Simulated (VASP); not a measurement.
These are PBEsol GGA with spin-orbit coupling, VASP's PBE PAW potentials (set 64) (plane waves; VASP 6.6.1) values and carry that method's errors.

VASP input:

### KPOINTS
```
Automatic mesh
0
Gamma
9 9 3
0 0 0
```

INCAR:
```
SYSTEM=Pr
PREC=Accurate; ENCUT=400; LREAL=.FALSE.
LASPH=.TRUE.
EDIFF=1E-6; NELM=100; ALGO=Normal
LMAXMIX=6
ISMEAR=0; SIGMA=0.05
GGA=PS; GGA_COMPAT=.FALSE.
MAGMOM=0 0 0 0 0 0 0 0 0 0 0 0
LSORBIT=.TRUE.
LWAVE=.FALSE.; LCHARG=.FALSE.
```

File KPOINTS_OPT:
```
k-points along high-symmetry lines
5
Line-mode
Reciprocal
  0.000000   0.000000   0.000000 ! GAMMA
  0.500000   0.000000   0.000000 ! M

  0.500000   0.000000   0.000000 ! M
  0.333333   0.333333   0.000000 ! K

  0.333333   0.333333   0.000000 ! K
  0.000000   0.000000   0.000000 ! GAMMA

  0.000000   0.000000   0.000000 ! GAMMA
  0.000000   0.000000   0.500000 ! A

  0.000000   0.000000   0.500000 ! A
  0.500000   0.000000   0.500000 ! L

  0.500000   0.000000   0.500000 ! L
  0.333333   0.333333   0.500000 ! H

  0.333333   0.333333   0.500000 ! H
  0.000000   0.000000   0.500000 ! A

  0.500000   0.000000   0.500000 ! L
  0.500000   0.000000   0.000000 ! M

  0.333333   0.333333   0.500000 ! H
  0.333333   0.333333   0.000000 ! K
```

POSCAR:
```
Pr
3.655620
  1.0000000703  -0.0000000007   0.0000000000
 -0.4999998996   0.8660255736   0.0000000000
  0.0000000000   0.0000000000   3.2238312577
Pr
4
Cartesian
  0.5000001706   0.8660255729   0.0000000000
  0.5000001706   0.8660255729   1.6119156288
 -0.0000004097   0.5773506709   0.8059578144
  0.5000005803   0.2886749021   2.4178734432
```

POTCAR, in this order: Pr_3 (PBE.64 set). Program: vasp_ncl.

The run wrote:

**OUTCAR**
```
 ion  position               nearest neighbor table
   1  0.000  0.000  0.000-   3 3.62   4 3.62   4 3.62   3 3.62   4 3.62   3 3.62
   2  0.000  0.000  0.500-   3 3.62   4 3.62   4 3.62   3 3.62   4 3.62   3 3.62
   3  0.333  0.667  0.250-   1 3.62   2 3.62   1 3.62   2 3.62   1 3.62   2 3.62
   4  0.667  0.333  0.750-   1 3.62   2 3.62   1 3.62   2 3.62   1 3.62   2 3.62
  LATTYP: Found a hexagonal cell.
 ALAT       =     3.6556202569
 C/A-ratio  =     3.2238310311
 Subroutine PRICEL returns:
 Original cell was already a primitive cell.
 Subroutine GETGRP returns: Found 24 space group operations
The static configuration has the point symmetry D_3d.
 The point group associated with its full space group is D_6h.
The dynamic configuration has the point symmetry D_3d.
The overall configuration has the point symmetry D_3d.
 Subroutine INISYM returns: Found 24 space group operations
 Subroutine IBZKPT returns following result:
 Found     24 irreducible k-points:

 Following reciprocal coordinates:
            Coordinates               Weight
  0.000000  0.000000  0.000000      1.000000
  0.111111  0.000000  0.000000      6.000000
  0.222222  0.000000  0.000000      6.000000
  0.333333  0.000000  0.000000      6.000000
  0.444444  0.000000  0.000000      6.000000
  0.111111  0.111111  0.000000      6.000000
  0.222222  0.111111  0.000000     12.000000
  0.333333  0.111111  0.000000     12.000000
  0.444444  0.111111  0.000000      6.000000
  0.222222  0.222222  0.000000      6.000000
  0.333333  0.222222  0.000000     12.000000
  0.333333  0.333333  0.000000      2.000000
  0.000000  0.000000  0.333333      2.000000
  0.111111  0.000000  0.333333     12.000000
  0.222222  0.000000  0.333333     12.000000
  0.333333  0.000000  0.333333     12.000000
  0.444444  0.000000  0.333333     12.000000
  0.111111  0.111111  0.333333     12.000000
  0.222222  0.111111  0.333333     24.000000
...
```

OSZICAR:
```
       N       E                     dE             d eps       ncg     rms          rms(c)
DAV:   1     0.360555673753E+03    0.36056E+03   -0.18282E+04  2496   0.129E+03
DAV:   2     0.814443395983E+01   -0.35241E+03   -0.34699E+03  2832   0.367E+02
DAV:   3    -0.195147802750E+02   -0.27659E+02   -0.26916E+02  3748   0.730E+01
DAV:   4    -0.218951127405E+02   -0.23803E+01   -0.23465E+01  3800   0.196E+01
DAV:   5    -0.220348979720E+02   -0.13979E+00   -0.13894E+00  3508   0.388E+00    0.748E+00
DAV:   6    -0.218283456503E+02    0.20655E+00   -0.26560E-01  3352   0.369E+00    0.405E+00
DAV:   7    -0.217365415599E+02    0.91804E-01   -0.33391E-01  3388   0.389E+00    0.650E-01
DAV:   8    -0.217368902469E+02   -0.34869E-03   -0.16680E-02  3248   0.723E-01    0.364E-01
DAV:   9    -0.217370273629E+02   -0.13712E-03   -0.20999E-03  3248   0.330E-01    0.180E-01
DAV:  10    -0.217371064054E+02   -0.79042E-04   -0.89301E-04  3064   0.251E-01    0.741E-02
DAV:  11    -0.217370636390E+02    0.42766E-04   -0.21542E-04  2968   0.123E-01    0.104E-02
DAV:  12    -0.217370652030E+02   -0.15641E-05   -0.15516E-05  3416   0.180E-02    0.249E-03
DAV:  13    -0.217370650808E+02    0.12221E-06   -0.75214E-07  1944   0.678E-03
   1 F= -.21737065E+02 E0= -.21733284E+02  d E =-.756220E-02  mag=    -0.0000    -0.0000     0.0000
       N       E                     dE             ncg
       N       E                     dE             ncg
```

File OUTCAR:
```
------------------------ aborting loop because EDIFF is reached ----------------------------------------
  FORCE on cell =-STRESS in cart. coord.  units (eV):
  Direction    XX          YY          ZZ          XY          YZ          ZX
  --------------------------------------------------------------------------------------
  Total       -0.1347173     -0.1347173     -0.1778548     -0.0000000      0.0000000      0.0000000
  in kB       -1.5825147     -1.5825151     -2.0892485     -0.0000002      0.0000000      0.0000000
  external PRESSURE =      -1.7514261 kB  Pullay stress =       0.0000000 kB
  volume of cell :      136.39
      direct lattice vectors                 reciprocal lattice vectors
     3.655620257 -0.000000003  0.000000000     0.273551389  0.157934906  0.000000000
    -1.827809633  3.165860407  0.000000000     0.000000000  0.315869897  0.000000000
     0.000000000  0.000000000 11.785102022     0.000000000  0.000000000  0.084852893
 POSITION                                       TOTAL-FORCE (eV/Angst)
 -----------------------------------------------------------------------------------
      0.00000      0.00000      0.00000        -0.000000      0.000000     -0.000000
      0.00000      0.00000      5.89255        -0.000000      0.000000     -0.000000
     -0.00000      2.11057      2.94628        -0.000000      0.000000      0.000000
      1.82781      1.05529      8.83883         0.000000     -0.000000     -0.000000
 -----------------------------------------------------------------------------------
    total drift:                                0.000000      0.000000      0.000000
  FREE ENERGIE OF THE ION-ELECTRON SYSTEM (eV)
  ---------------------------------------------------
  free  energy   TOTEN  =       -21.7370650808 eV

  energy  without entropy=      -21.7295028811  energy(sigma->0) =      -21.73328398

 Ion:    1  E_soc:     -0.4953411

 Ion:    2  E_soc:     -0.4953411

 Ion:    3  E_soc:     -0.4987661

 Ion:    4  E_soc:     -0.4987661
```
(Selected blocks of OUTCAR.)

The 4f electrons are frozen in the core of the lanthanide potential, so 4f levels, which can set the real gap, and their magnetism are missing.

The structure was generated: Pr was put into the dhcp type (P6_3/mmc), which need not be its known phase. It was relaxed first.
